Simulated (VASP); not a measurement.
Cu3Ge, 4 atoms in the cell. It takes space group P-6m2 (No. 187, hexagonal). The conventional cell has a = 2.728 Å, b = 2.728 Å, c = 8.269 Å, α = 90.00°, β = 90.00°, γ = 120.00°. Cu (site symmetry -6m2) is surrounded by 12 Cu at 2.55 to 2.73 Å. Cu (site symmetry 3m) is surrounded by 9 Cu at 2.55 to 2.73 Å and 3 Ge at 2.65 Å. Around Ge (site symmetry -6m2) lie 6 Cu at 2.65 Å and 6 Ge at 2.73 Å. The cell comes from a database or a generator and needn't be the stable form of this composition.

```yaml
Program: VASP 6.6.1
Task: relaxation of cell and atoms
Functional: r2SCAN
Potentials_or_basis: VASP PAW PBE potentials, release 64 (Cu, Ge_d)
Cutoff: 600 eV
k_mesh: 18 × 18 × 6
Occupations: gaussian, width 0.1 eV
Spin: no spin polarisation
Further_INCAR_settings: ALGO = Normal; EDIFF = 1e-07; IBRION = 2; EDIFFG = -0.005; NSW = 90; ISIF = 3
```

Potentials or basis: VASP PAW PBE potentials, release 64 (Cu, Ge_d).

The run is started by

```bash
$ cat potpaw_PBE.64/Cu/POTCAR potpaw_PBE.64/Ge_d/POTCAR > POTCAR
$ mpirun -np 1 vasp_std > vasp.out
```

Hardware: 1 thread of Intel(R) Xeon(R) Platinum 8375C CPU @ 2.90GHz (Ice Lake), with other jobs on the host.

Task: Estimate the wall time of this run.

Result: It took 2.1 h on 1 thread of Intel(R) Xeon(R) Platinum 8375C CPU @ 2.90GHz (Ice Lake), with other jobs on the host, peak memory 0.41 GiB. Counts: scf iterations 116, k points 148, ion steps 10.
